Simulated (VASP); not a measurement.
An input for Ansatz (written as the equivalent of a VASP run, and not itself run):

Ansatz 0.2 input:
```yaml
crystal:
  lattice:
    - [4.4510765, 0.0000000, 0.0000000]
    - [-2.2255382, 3.8547457, 0.0000000]
    - [0.0000000, 0.0000000, 7.5296200]
  atoms:
    - { symbol: Ba, position: [0.0000000, 1.0000000, 0.0000000] }
    - { symbol: Cd, position: [0.6666670, 0.3333330, 0.3706886] }
    - { symbol: Cd, position: [0.3333330, 0.6666670, 0.6293114] }
    - { symbol: As, position: [0.6666670, 0.3333330, 0.7384931] }
    - { symbol: As, position: [0.3333330, 0.6666670, 0.2615069] }
kpoints:
  mp_grid: { grid: [5, 5, 3] }
hamiltonian:
  xc: lda
  pseudopotentials: { kind: paw }
scf:
  occupations: { method: gaussian, width: 0.05 }
  max_iter: 100
relax:
  max_steps: 30
  f_tol: 0.001
output: { forces: true, stress: true, eigenvalues: true }
```

### Question
Translate this input to VASP (INCAR, KPOINTS, POSCAR, choice of POTCAR).

### Answer
Several could match; the one computed here: 
**KPOINTS**
```
Automatic mesh
0
Gamma
5 5 3
0 0 0
```

INCAR:
```
# general
SYSTEM  = Ba(CdAs)2
PREC    = Accurate
ENCUT   = 400
LREAL   = .FALSE.
LASPH   = .TRUE.

# electronic loop
EDIFF   = 1E-8
NELM    = 100
ALGO    = Normal
LMAXMIX = 4

# smearing
ISMEAR  = 0
SIGMA   = 0.05

# ions
IBRION  = 1
NSW     = 30
ISIF    = 2
EDIFFG  = -0.001

# output
LWAVE   = .FALSE.
LCHARG  = .FALSE.
```

File POSCAR:
```
Ba(CdAs)2
1
    4.4510764563     0.0000000000     0.0000000000
   -2.2255382281     3.8547457004     0.0000000000
    0.0000000000     0.0000000000     7.5296199528
Ba Cd As
1 2 2
Direct
  0.0000000000   1.0000000000   0.0000000000
  0.6666670000   0.3333330000   0.3706885946
  0.3333330000   0.6666670000   0.6293114054
  0.6666670000   0.3333330000   0.7384931070
  0.3333330000   0.6666670000   0.2615068930
```

POTCAR, in this order: Ba_sv Cd As (LDA.64 set). Program: vasp_std.

What does not carry over: each code has its own PAW files, so the cut-off isn't converted (ENCUT is set for VASP's; basis.ecutwfc is left out, and Ansatz then takes the one that its files recommend); Ansatz stops its SCF on the density residual and VASP on the energy change (EDIFF); Ansatz's lda is the Perdew-Wang form, while the LDA potentials of VASP carry Perdew-Zunger's.

The structure comes from a computed database's BaCd2As2 entry (P-3m1); how it stands against other phases isn't given here. This run relaxes the ions in a fixed cell. Symmetry was kept, so distortions that lower it aren't found. The start is the result of an earlier pass.
